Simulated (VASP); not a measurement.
# GaGe (F-43m) in VASP: further runs

Runs on GaGe. Level: r2SCAN. Tasks: single point.

Program: VASP 6.6.1. These are calculated values, not measurements. Logs are shortened: lines on timing, memory, paths and dates and some standing lists are left out, and cuts for length are marked.

### Step 1. The structure

The structure is cubic, space group F-43m (No. 216). Conventional cell: a = 5.796 Å, b = 5.796 Å, c = 5.796 Å, α = 90.00°, β = 90.00°, γ = 90.00°. Ge (site symmetry -43m) is surrounded by 4 Ga at 2.51 Å. Around Ga (site symmetry -43m) lie 4 Ge at 2.51 Å.

The cell comes from a database or a generator and needn't be the stable form of this composition.

### Step 2. Single point, r2SCAN

INCAR

```
PREC     = Accurate       # precision mode
ENCUT    = 450            # plane-wave cutoff, eV
EDIFF    = 0.001          # SCF threshold, eV
ISMEAR   = 0              # smearing method
SIGMA    = 0.05           # smearing width, eV
LREAL    = F              # projectors in reciprocal space
LASPH    = T              # aspherical terms in the spheres
NELM     = 100            # most SCF steps
ALGO     = Normal         # electronic algorithm
ISIF     = 2              # what is computed and relaxed
LWAVE    = F              # write WAVECAR
LCHARG   = F              # write CHGCAR
METAGGA  = R2SCAN         # meta-GGA
LMIXTAU  = T            
ADDGRID  = F
```

KPOINTS

```
Automatic mesh
0
Gamma
  4 4 4
```

POSCAR

```
GaGe
1.0
    0.0000000000      2.8978440000      2.8978440000
    2.8978440000      0.0000000000      2.8978440000
    2.8978440000      2.8978440000      0.0000000000
Ge Ga
1 1
Direct
    0.0000000000      0.0000000000      0.0000000000
    0.2500000000      0.2500000000      0.2500000000
```

Potentials or basis: VASP PAW PBE potentials, release 64 (Ge, Ga).

On the command line:

```console
$ cat potpaw_PBE.64/Ge/POTCAR potpaw_PBE.64/Ga/POTCAR > POTCAR
$ mpirun -np 1 vasp_std > vasp.out
```

OUTCAR:

```text
PREC = Accurate
   ENCUT = 450
   EDIFF = 0.001
   ISMEAR = 0
   LREAL = F
   LASPH = T
   NELM = 100
   ISIF = 2
   METAGGA = R2SCAN

 Found      8 irreducible k-points:

 Following reciprocal coordinates:
            Coordinates               Weight
  0.000000  0.000000  0.000000      1.000000
  0.250000  0.000000  0.000000      8.000000
  0.500000  0.000000  0.000000      4.000000
  0.250000  0.250000  0.000000      6.000000
  0.500000  0.250000  0.000000     24.000000
 -0.250000  0.250000  0.000000     12.000000
   k-points           NKPTS =      8   k-points in BZ     NKDIM =      8   number of bands    NBANDS=      7
   number of dos      NEDOS =    301   number of ions     NIONS =      2
   total plane-waves  NPLWV =  21952
   dimension x,y,z NGX =    28 NGY =   28 NGZ =   28
   dimension x,y,z NGXF=    56 NGYF=   56 NGZF=   56
   ions per type =               1   1
   NGX,Y,Z   is equivalent  to a cutoff of  11.36, 11.36, 11.36 a.u.
   NGXF,Y,Z  is equivalent  to a cutoff of  22.72, 22.72, 22.72 a.u.
 SYSTEM =  unknown system
   PREC   = accura    normal or accurate (medium, high low for compatibility)
   ISTART =      0    job   : 0-new  1-cont  2-samecut
   ICHARG =      2    charge: 1-file 2-atom 10-const
   ISPIN  =      1    spin polarized calculation?
   LNONCOLLINEAR =      F non collinear calculations
   LSORBIT =      F    spin-orbit coupling
   LASPH  =      T    aspherical Exc in radial PAW
   ENCUT  =  450.0 eV  33.07 Ry    5.75 a.u.   7.09  7.09  7.09*2*pi/ulx,y,z
   NELM   =    100;   NELMIN=  2; NELMDL= -5     # of ELM steps
   EDIFF  = 0.1E-02   stopping-criterion for ELM
   LREAL  =      F    real-space projection
   EDIFFG = 0.1E-01   stopping-criterion for IOM
   NSW    =      0    number of steps for IOM
   IBRION =     -1    ionic relax: 0-MD 1-quasi-New 2-CG
   NFREE  =      0    steps in history (QN), initial steepest desc. (CG)
   ISIF   =      2    stress and relaxation
   ISYM   =      2    0-nonsym 1-usesym 2-fastsym
   POTIM  = 0.5000    time-step for ionic-motion
   TEBEG  =    0.0;   TEEND  =   0.0 temperature during run
   PSTRESS=    0.0 pullay stress
   NELECT =       7.0000    total number of electrons
   NUPDOWN=      -1.0000    fix difference up-down
   EMIN   =  10.00;   EMAX   =-10.00  energy-range for DOS
   EFERMI =   0.00;   METHOD = LEGACY
   ISMEAR =     0;   SIGMA  =   0.05  broadening in eV -4-tet -1-fermi 0-gaus
   EFERMI_NEDOS =   21; number of points for ismear=-14 and -15
   IALGO  =     38    algorithm
   IMIX   =      4    mixing-type and parameters
     AMIX     =   0.40;   BMIX     =  1.00
     AMIX_MAG =   1.60;   BMIX_MAG =  1.00
  volume/ion in A,a.u.               =      24.33       164.22
  Fermi-wavevector in a.u.,A,eV,Ry     =   0.857740  1.620894 10.010058  0.735719
  Thomas-Fermi vector in A             =   1.974840
   LORBIT       =      0    0 simple, 1 ext, 2 COOP (PROOUT), +10 PAW based schemes
   METAGGA = R2SCAN    functional components
   LHFCALC =     F    Hartree Fock is set to
   AEXX    =    0.0000 exact exchange contribution
   IVDW    =     0    specifies the selected vdW correction
   LEPSILON=     F    determine dielectric tensor
   LRPA    =     F    only Hartree local field effects (RPA)
 non-spin polarized calculation
 Gauss-broadening in eV      SIGMA  =   0.05
  energy-cutoff  :      450.00
  volume of cell :       48.67
 maximum number of plane-waves:      1067
   NGX = 15   NGY = 15   NGZ = 15

 number of electron       7.0000000 magnetization

 Free energy of the ion-electron system (eV)
  ---------------------------------------------------
  ext. energy  EPLUGINS =         0.00000000
  ---------------------------------------------------
  free energy    TOTEN  =       -24.93451970 eV

  energy without entropy =      -24.92923252  energy(sigma->0) =      -24.93187611

 E-fermi :   1.4667     XC(G=0):  -9.1326

 val. band max:        1.4594601455   @ k =  -0.2500   0.2500   0.0000
 cond. band min:       1.5602175470   @ k =   0.5000   0.0000   0.0000
 fundamental gap:      0.1007574015
 Fermi energy:         1.4666544386

 k-point     1 :       0.0000    0.0000    0.0000
  band No.  band energies     occupation
      1      -9.7842      2.00000
      2       2.9335      0.00000
      3       2.9335      0.00000
      4       2.9335      0.00000
      5       3.7957      0.00000
      6       5.8112      0.00000
      7       5.8112      0.00000

 k-point     2 :       0.2500    0.0000    0.0000
  band No.  band energies     occupation
      1      -9.0564      2.00000
      2      -1.5096      2.00000
      3       2.0824      0.00000
      4       2.0824      0.00000
      5       4.1118      0.00000
      6       6.8289      0.00000
      7       6.8290      0.00000

 k-point     3 :       0.5000    0.0000    0.0000
  band No.  band energies     occupation
      1      -7.7807      2.00000
      2      -4.3537      2.00000
      3       1.5602      0.00814
      4       1.5602      0.00813
      5       3.6349      0.00000
      6       6.8546      0.00000
      7       6.8546      0.00000

 k-point     4 :       0.2500    0.2500    0.0000
  band No.  band energies     occupation
      1      -8.7964      2.00000
      2      -1.3740      2.00000
      3       0.9149      2.00000
      4       0.9149      2.00000
      5       4.1908      0.00000
      6       5.9334      0.00000
      7       9.0795      0.00000

 k-point     5 :       0.5000    0.2500    0.0000
  band No.  band energies     occupation
      1      -7.4163      2.00000
      2      -3.9802      2.00000
      3      -0.7576      2.00000
      4       0.5449      2.00000
      5       4.5706      0.00000
      6       7.3702      0.00000
      7       8.6314      0.00000

 k-point     6 :      -0.2500    0.2500    0.0000
  band No.  band energies     occupation
      1      -7.9643      2.00000
      2      -3.1872      2.00000
      3      -0.9169      2.00000
      4       1.4595      1.16124
      5       5.2279      0.00000
      6       7.9782      0.00000
      7       8.2590      0.00000

 [... further k-points ...]

------------------------ aborting loop because EDIFF is reached ----------------------------------------

  FORCE on cell =-STRESS in cart. coord.  units (eV):
  Direction    XX          YY          ZZ          XY          YZ          ZX
  --------------------------------------------------------------------------------------
  -------------------------------------------------------------------------------------
  Total       -0.7012713     -0.7012713     -0.7012713      0.0000000     -0.0000000      0.0000000
  in kB      -23.0856250    -23.0856250    -23.0856250      0.0000000     -0.0000000      0.0000000
  external PRESSURE =     -23.0856250 kB  Pullay stress =       0.0000000 kB

 VOLUME and BASIS-vectors are now :
 -----------------------------------------------------------------------------
  energy-cutoff  :      450.00
  volume of cell :       48.67
      direct lattice vectors                 reciprocal lattice vectors
     0.000000000  2.897844000  2.897844000    -0.172542069  0.172542069  0.172542069
     2.897844000  0.000000000  2.897844000     0.172542069 -0.172542069  0.172542069
     2.897844000  2.897844000  0.000000000     0.172542069  0.172542069 -0.172542069

 POSITION                                       TOTAL-FORCE (eV/Angst)
 -----------------------------------------------------------------------------------
      0.00000      0.00000      0.00000        -0.000000     -0.000000     -0.000000
      1.44892      1.44892      1.44892         0.000000      0.000000      0.000000
 -----------------------------------------------------------------------------------
    total drift:                                0.000000      0.000000      0.000000

  FREE ENERGIE OF THE ION-ELECTRON SYSTEM (eV)
  ---------------------------------------------------
  free  energy   TOTEN  =       -24.9345196964 eV

  energy  without entropy=      -24.9292325200  energy(sigma->0) =      -24.93187611
```

stdout:

```text
POSCAR found type information on POSCAR GeGa
 POSCAR found :  2 types and       2 ions
 scaLAPACK will be used
 -----------------------------------------------------------------------------
|                                                                             |
|                                                                             |
|     You enforced a specific xc type in the INCAR file but a different       |
|     I HOPE YOU KNOW WHAT YOU ARE DOING!                                     |
|                                                                             |
 -----------------------------------------------------------------------------

 LDA part: xc-table for (None), standard interpolation
 POSCAR, INCAR and KPOINTS ok, starting setup
 FFT: planning ... GRIDC
 FFT: planning ... GRID_SOFT
 FFT: planning ... GRID
 WAVECAR not read
 entering main loop
```

Run time: 20 s. Hardware: 1 thread of AMD EPYC 7R43 (Zen 3), shared host; peak memory 0.12 GiB.

These settings aren't checked as converged: the numbers below hold their error.

What came out:

```
Free energy            : -24.9345 eV
Pressure               : -2.3 GPa
Band gap on the k mesh : none (metal or under the smearing width)
```

Caveat: the k mesh is coarse (spacing up to 0.47 Å⁻¹), so the values aren't converged; the PAW data sets were made with another functional, which shifts forces and pressure a little.

### Step 3. Single point, r2SCAN

Edit INCAR of step 2 so:

```diff
@@ -2,3 +2,3 @@
 ENCUT    = 450            # plane-wave cutoff, eV
-EDIFF    = 0.001          # SCF threshold, eV
+EDIFF    = 1E-4           # SCF threshold, eV
 ISMEAR   = 0              # smearing method
```

KPOINTS is that of step 2.

POSCAR is that of step 2.

Potentials or basis: VASP PAW PBE potentials, release 64 (Ge, Ga).

On the command line:

```console
$ cat potpaw_PBE.64/Ge/POTCAR potpaw_PBE.64/Ga/POTCAR > POTCAR
$ mpirun -np 1 vasp_std > vasp.out
```

It took 29 s on 1 thread of AMD EPYC 7R43 (Zen 3), shared host; peak memory 0.12 GiB.

These settings aren't checked as converged: the numbers below hold their error.

Results:

| Quantity | Value |
| --- | --- |
| Free energy | -24.9354 eV |
| Pressure | -2.6 GPa |
| Band gap on the k mesh | none (metal or under the smearing width) |

Caveat: the k mesh is coarse (spacing up to 0.47 Å⁻¹), so the values aren't converged; the PAW data sets were made with another functional, which shifts forces and pressure a little.

### Step 4. For comparison

An earlier run on the cell as given: functional PBE; potentials or basis VASP PAW PBE potentials, release 64 (Ge_d, Ga_d); cutoff 520 eV; k mesh 8 × 8 × 8; occupations fermi-dirac, width 0.05 eV; no spin polarisation.

- Pressure: 0.3 GPa
- Band gap on the k mesh: none (metal or under the smearing width)
